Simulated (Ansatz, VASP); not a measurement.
**ZrB2 in two plane-wave programs**

Wanted: the spread between two codes on one cell, functional and k mesh. The structure shown comes from an earlier Ansatz run, which isn't shown and may have moved the atoms alone. Other levels of theory on this material are compared in a session of their own.

Method: plane waves, with VASP 6.6.1 beside it; elastic constants at LDA, in Ansatz 0.2.0.

**1. Starting point**

Symmetry: P6/mmm, No. 191, hexagonal system. The conventional cell has a = 3.133 Å, b = 3.133 Å, c = 3.489 Å, α = 90.00°, β = 90.00°, γ = 120.00°. Nearest to Zr lie 12 B at 2.51 Å. Nearest to B lie 3 B at 1.81 Å and 6 Zr at 2.51 Å. Farther neighbours are not listed.

Coordinates:

```cif
data_structure
_symmetry_space_group_name_H-M 'P6/mmm'
_symmetry_Int_Tables_number 191
_cell_length_a 3.1327
_cell_length_b 3.1327
_cell_length_c 3.4890
_cell_angle_alpha 90.000
_cell_angle_beta 90.000
_cell_angle_gamma 120.000
_cell_volume 29.65
loop_
_atom_site_label
_atom_site_type_symbol
_atom_site_symmetry_multiplicity
_atom_site_Wyckoff_symbol
_atom_site_fract_x
_atom_site_fract_y
_atom_site_fract_z
_atom_site_occupancy
Zr1 Zr 1 a 0.00000 0.00000 0.00000 1
B1 B 2 d 0.33333 0.66667 0.50000 1
```

**2. Ansatz: elastic constants, LDA**

Ansatz runs on its default PAW (the set named soft_2) files.

Elastic constants are differences of stresses under small strains, so they test the stress and the mesh.

input.yaml reads:

```yaml
crystal:
  lattice:
    - [3.132708939, 0.0, 0.0]
    - [-1.5663544695, 2.7130055238, 0.0]
    - [0.0, 0.0, 3.4889502552]
  atoms:
    - { symbol: Zr, position: [0.0, 0.0, 0.0] }
    - { symbol: B, position: [0.3333333333, 0.6666666667, 0.5] }
    - { symbol: B, position: [0.6666666667, 0.3333333333, 0.5] }
kpoints:
  mp_grid: { grid: [15, 15, 12] }
hamiltonian:
  xc: lda
scf:
  occupations: { method: gaussian, width: 0.1 }
output:
  forces: true
  stress: true
  eigenvalues: true
elastic:
  mode: relaxed_ion
  stencil: two_point
```

On the command line:

```bash
$ ansatz run input.yaml --threads 2 --pin off --max-ram 8192MiB --backend cpu --events-out ev --progress --plain --runs-dir out
```

Numbers of over 12 decimals in the logs are rounded to 6 here.

Output:

```text
Engine: ansatz 0.2.0, x86_64-unknown-linux-gnu
Pseudopotentials: kind: paw
Pseudopotential: Zr, paw, valence charge 12, recommended cutoff 420 eV (normal), Zr.paw.azcp
Pseudopotential: B, paw, valence charge 3, recommended cutoff 420 eV (normal), B.paw.azcp
Functional definition: SPW92
  exchange = slater_x
  correlation = pw_c
Crystal: 3 atoms, lattice volume = 29.653 Å³
Basis set: ecut = 420 eV, 563 PW (Γ)
Bands: 13, of which v1, the nominal top of the filled ones, is band 9 counted from 1 (8 counted from 0)
Symmetry: 24 space group operations
Space group: P6/mmm (ITA 191), of the structure as read, at distance tolerance 3.1e-5 Å
k-points: 189 of 2700
Non-local potential: Zr, projectors of the file, l = 0: 3, l = 1: 2, l = 2: 2, l = 3: 2
Non-local potential: B, projectors of the file, l = 0: 2, l = 1: 2, l = 2: 1
PAW form: soft (Blöchl's): semilocal exchange-correlation on the pseudo side does not see the compensation charge
PAW frozen core: Zr, regenerated for the run's functional, and the local potential with it (the file was generated under x = pbe(κ = 0.804, μ = 0.219515), c = pbe(β = 0.066725))
PAW frozen core: B, regenerated for the run's functional, and the local potential with it (the file was generated under x = pbe(κ = 0.804, μ = 0.219515), c = pbe(β = 0.066725))
PAW one-centre angular grid: Zr, 590 points (default); XC on 64 Gauss nodes
PAW one-centre angular grid: B, 110 points (default); XC on 64 Gauss nodes
Initial density: superposition of atomic densities (neutral atoms: chi_scale 0, normalization atom), corrected by the library's trained network
Initial wavefunctions: pseudopotential atomic-orbital guess
Functional: x = slater, c = lda
SCF iter   1: F=—  HF=-4380.276450 eV  |F-HF|=—  |Δ(HF+E_count)|=         —  Δρ=5.06e-3  dr2=4.86e-3  ethr=1.77e-3  ⟨swp⟩=4.9  Hψ=12213  notcnv=0
preconditioner: auto → none  [metal: Δε(μ)=0.049 eV  Ē_g=17.025 eV  σ=0.100 eV  W_gap=0.27  n_scr=8 (ndim 8)  ℏωp=27.3 eV  f_vac=0.000  D(μ)=0.21/eV (n_scr^D=0)  sad-step TF]
SCF iter   2: F=—  HF=-4380.275861 eV  |F-HF|=—  |Δ(HF+E_count)|=   5.89e-4  Δρ=3.12e-3  dr2=2.64e-3  ethr=2.70e-5  ⟨swp⟩=1.2  Hψ=4104  notcnv=0
SCF iter   3: F=—  HF=-4380.275268 eV  |F-HF|=—  |Δ(HF+E_count)|=   5.93e-4  Δρ=6.94e-4  dr2=9.03e-5  ethr=1.47e-5  ⟨swp⟩=2.2  Hψ=3569  notcnv=0
SCF iter   4: F=—  HF=-4380.275241 eV  |F-HF|=—  |Δ(HF+E_count)|=   2.72e-5  Δρ=1.07e-4  dr2=1.28e-6  ethr=5.01e-7  ⟨swp⟩=2.5  Hψ=4149  notcnv=0
SCF iter   5: F=—  HF=-4380.275241 eV  |F-HF|=—  |Δ(HF+E_count)|=   5.82e-7  Δρ=1.09e-5  dr2=3.42e-8  ethr=7.11e-9  ⟨swp⟩=1.6  Hψ=3327  notcnv=0
SCF iter   6: F=—  HF=-4380.275241 eV  |F-HF|=—  |Δ(HF+E_count)|=   7.43e-9  Δρ=2.20e-6  dr2=1.02e-9  ethr=1.90e-10  ⟨swp⟩=2.6  Hψ=4008  notcnv=0
SCF iter   7: F=—  HF=-4380.275241 eV  |F-HF|=—  |Δ(HF+E_count)|=  4.01e-10  Δρ=2.68e-7  dr2=5.44e-12  ethr=5.67e-12  ⟨swp⟩=2.0  Hψ=4136  notcnv=0
SCF iter   8: F=-4380.275241 eV  HF=-4380.275241 eV  |F-HF|=2.73e-12  |Δ(HF+E_count)|=  7.28e-12  Δρ=2.49e-8  dr2=4.90e-14  ethr=1.00e-12  ⟨swp⟩=3.1  Hψ=10218  notcnv=0
SCF 1 converged in 8 iterations: F = -4380.275241 eV  dr2 = 4.90e-14
  greatest PAW one-centre occupation: 0.997 electrons in one spin orbital (limit 2), on the Zr atom at site 0 (counted from 0), in its partial waves of l = 0
Crystal: 3 atoms, lattice volume = 29.593 Å³
Symmetry: 8 space group operations
k-points: 448 of 2700
Initial density: handed on by an earlier stage of this run
Initial wavefunctions: pseudopotential atomic-orbital guess (no wavefunctions were taken with the density)
iter 1 solved again at ethr=9.56e-6 eV; its pass at ethr=3.10e-3 eV (dr2=1.72e-3 eV) is discarded
SCF iter   1: F=—  HF=-4380.275682 eV  |F-HF|=—  |Δ(HF+E_count)|=         —  Δρ=2.49e-3  dr2=1.51e-3  ethr=9.56e-6  ⟨swp⟩=2.2  Hψ=39909  notcnv=0
preconditioner: auto → none  [metal: Δε(μ)=0.019 eV  Ē_g=17.034 eV  σ=0.100 eV  W_gap=0.11  n_scr=8 (ndim 8)  ℏωp=27.3 eV  f_vac=0.000  D(μ)=0.21/eV (n_scr^D=0)]
[...]
SCF 2 converged in 7 iterations: F = -4380.275014 eV  dr2 = 5.24e-14
[...]
preconditioner: auto → none  [metal: Δε(μ)=0.032 eV  Ē_g=17.027 eV  σ=0.100 eV  W_gap=0.18  n_scr=8 (ndim 8)  ℏωp=27.3 eV  f_vac=0.000  D(μ)=0.21/eV (n_scr^D=0)]
[...]
SCF 12 converged in 6 iterations: F = -4380.275138 eV  dr2 = 3.83e-22
[...]
SCF 13 converged in 7 iterations: F = -4380.275138 eV  dr2 = 5.83e-15
relax step   1: F+E_penalty+E_count = -4380.27513792 eV  Δ(F+E_penalty+E_count) = +0.000e0 eV  max|allowed force component| = 4.087e-5 eV/Å  Δτ_max = 0.0000 Å  (7 SCF iters, accepted)
[...]
SCF iter   1: F=—  HF=-4380.275138 eV  |F-HF|=—  |Δ(HF+E_count)|=         —  Δρ=6.78e-9  dr2=5.87e-15  ethr=1.00e-12  ⟨swp⟩=1.0  Hψ=54903  notcnv=0
iter 2 did not close the SCF: its close was put off for the readings that it lacked (scf_convergence_deferred on its scf_iter line)
SCF iter   2: F=-4380.275138 eV  HF=-4380.275138 eV  |F-HF|=2.73e-12  |Δ(HF+E_count)|=  9.09e-13  Δρ=3.15e-9  dr2=8.85e-16  ethr=5.56e-16 (applied; sched 1.00e-12)  ⟨swp⟩=2.0  Hψ=15647  notcnv=0
iter 3 did not close the SCF: its close was put off for the readings that it lacked (scf_convergence_deferred on its scf_iter line)
SCF iter   3: F=-4380.275138 eV  HF=-4380.275138 eV  |F-HF|=9.09e-13  |Δ(HF+E_count)|=    0.00e0  Δρ=4.87e-10  dr2=1.73e-17  ethr=5.56e-16 (applied; sched 1.00e-12)  ⟨swp⟩=1.0  Hψ=9464  notcnv=0
iter 4 did not close the SCF: its close was put off for the readings that it lacked (scf_convergence_deferred on its scf_iter line)
SCF iter   4: F=-4380.275138 eV  HF=-4380.275138 eV  |F-HF|=1.82e-12  |Δ(HF+E_count)|=  9.09e-13  Δρ=2.06e-11  dr2=1.19e-19  ethr=5.56e-16 (applied; sched 1.00e-12)  ⟨swp⟩=1.0  Hψ=9464  notcnv=0
iter 5 did not close the SCF: its close was put off for the readings that it lacked (scf_convergence_deferred on its scf_iter line)
SCF iter   5: F=-4380.275138 eV  HF=-4380.275138 eV  |F-HF|=2.73e-12  |Δ(HF+E_count)|=  9.09e-13  Δρ=7.82e-12  dr2=8.77e-21  ethr=5.56e-16 (applied; sched 1.00e-12)  ⟨swp⟩=1.0  Hψ=9464  notcnv=0
SCF iter   6: F=-4380.275138 eV  HF=-4380.275138 eV  |F-HF|=9.09e-13  |Δ(HF+E_count)|=  1.82e-12  Δρ=1.80e-12  dr2=5.52e-22  ethr=1.00e-12  ⟨swp⟩=1.0  Hψ=21843  notcnv=0
SCF 14 converged in 6 iterations: F = -4380.275138 eV  dr2 = 5.52e-22
SCF converged after 8 iterations
Free energy (F): -4380.275241 eV
Harris-Foulkes:  -4380.275241 eV  (|F-HF|=2.73e-12)
Internal energy: -4380.274182 eV  (E = F + TS)
E sigma→0 (E₀):  -4380.274712 eV
Entropy (-TS):   -0.001059 eV (-0.353 meV/atom)
Fermi energy:    16.115071 eV
--- Per-component energies (eV) ---
  E_band       = -17.788524
  E_kinetic    = 439.261584
  E_local      = -544.842075  (includes V_loc(G=0)·N_el)
  E_nonlocal   = 106.119397
  E_hartree    = 171.800778
  E_xc         = -228.662418
  E_vxc        = -272.259861  (∫ρ·V_xc dr)
  E_paw        = -2994.262126  (= ΣΔE_a)
  E_vpaw       = -89.669140  (= ΣTr[D̂ρ^β])
  E_aug_tail   = 0.000016  (compensation charges beyond the density's cutoff)
  E_ewald      = -1330.151408
  E_core_change = 0.462069  (= ΣΔE_core)
  E_smearing   = -0.001059  (= −TS)
  E_closure    = -0.000000  (closes the sum)
  Σ components = -4380.275241   (vs F -4380.275241, Δ=0.00e0)
--- Forces (eV/Å), atoms counted from 1 ---
  atom   1  Zr    -0.00000000    -0.00000000     0.00000000
  atom   2  B     -0.00000000     0.00000000     0.00000000
  atom   3  B      0.00000000     0.00000000     0.00000000
  max |Σ_I F_I| component: 3.70e-17 eV/Å
--- Stress (GPa, compression-positive) ---
       -0.000078       0.000000      -0.000000
        0.000000      -0.000078      -0.000000
       -0.000000      -0.000000       0.000096
  P = ⅓ Tr σ = -0.0000 GPa (-0.000 kbar)
--- Band table (eV; the first three rows and the last of 189) ---
  k-point 0: bands = [... 5 lower, 13.4255, 13.4255, 13.4540, 13.8512, 19.6654, 19.6654, 20.4605, 20.4605]
  k-point 1: bands = [... 5 lower, 12.7524, 13.4929, 13.4929, 14.5214, 19.0850, 19.0850, 20.2355, 20.2355]
  k-point 2: bands = [... 5 lower, 11.8503, 13.6929, 13.6929, 15.3528, 18.2120, 18.2120, 19.6416, 19.6416]
  k-point 188: bands = [... 5 lower, 7.3436, 11.2073, 13.4821, 13.4821, 20.3881, 22.5204, 22.5204, 22.9758]
--- Elastic constants: 3 strain directions × 2 members + reference (group order 24) ---
  dense FFT box of the reference and of every strained cell: 24×24×24
  strains applied: 11, 33, 23; error gains: componentwise 1.00 (the most a stress slope's error grows in a printed constant), spectral 1.41 (1 for all six strains in a standard setting)
  C = ∂σ_k/∂η_j (tension-positive GPa; Voigt order 11 22 33 23 13 12):
       607.402     58.751    137.031     -0.000     -0.000     -0.000
        58.751    607.402    137.031     -0.000     -0.000      0.000
       136.994    136.994    471.543     -0.000     -0.000      0.000
         0.000     -0.000      0.000    278.541      0.000      0.000
         0.000     -0.000      0.000      0.000    278.541     -0.000
         0.000     -0.000      0.000      0.000      0.000    274.326
  reference stress σ⁰ (GPa):      0.000      0.000     -0.000      0.000      0.000     -0.000
  C* (energy form; C + prestress term) asymmetry max|C*_kj − C*_jk| = 3.676e-2 GPa — a small one proves nothing (zero by symmetry where the batch's group is 432, −43m or m−3m); a large one is finite-difference/SCF noise where every solve meets its electron count
  moduli (Voigt/Reuss/Hill, GPa): K = 261.32/260.63/260.97   G = 256.52/248.26/252.39   E = 572.59   ν = 0.134
  mechanically stable: yes (min eigenvalue of sym C = 274.33 GPa)
  strain η (Voigt 11):  stress-route row diagonal C_11 = 607.40 GPa, energy-path curvature d²(F+E_count+ΔE)/dδ²/Ω₀ = 607.31 GPa
         δ    σ_11 (GPa)             F (eV)   n_scf  n_hpsi   n_pw
    -2.000e-3      -1.2216       -4380.2750147       6   79957    600   relax 3 steps, max|allowed force component| 6.89e-7 eV/Å
     2.000e-3       1.2081       -4380.2750178       6   79939    600   relax 2 steps, max|allowed force component| 1.84e-5 eV/Å
  strain η (Voigt 33):  stress-route row diagonal C_33 = 471.54 GPa, energy-path curvature d²(F+E_count+ΔE)/dδ²/Ω₀ = 471.50 GPa
         δ    σ_33 (GPa)             F (eV)   n_scf  n_hpsi   n_pw
    -2.000e-3      -0.9483       -4380.2750627       6   40351    600   relax 0 steps, max|allowed force component| 2.10e-16 eV/Å
     2.000e-3       0.9379       -4380.2750685       4   35367    600   relax 0 steps, max|allowed force component| 1.42e-16 eV/Å
  strain η (Voigt 23):  stress-route row diagonal C_44 = 278.54 GPa, energy-path curvature d²(F+E_count+ΔE)/dδ²/Ω₀ = 278.45 GPa
         δ    σ_23 (GPa)             F (eV)   n_scf  n_hpsi   n_pw
    -2.000e-3      -0.5571       -4380.2751379       6  130029    600   relax 1 steps, max|allowed force component| 4.09e-5 eV/Å
     2.000e-3       0.5571       -4380.2751379       6  130029    600   relax 1 steps, max|allowed force component| 4.09e-5 eV/Å
```

Reading the cycles: dr2 is the Hartree energy of the density residual (eV), the measure of convergence; HF is the Harris–Foulkes estimate of the energy, which meets the free energy F at convergence.

(Part 1 of 2 ends here.)

[Lines on the potential files, build, host, timing and source positions are cut from VASP's logs without a mark.]

[Logs are printed without paths, hosts, clocks, repeated set-up lines and the standing remarks that a program may print on its own settings, such as how far it seeks lower states.]

[Hosts, paths, dates, database ids (printed as entryN), source tags and the programs' standing remarks are cut or masked in the printed files.]
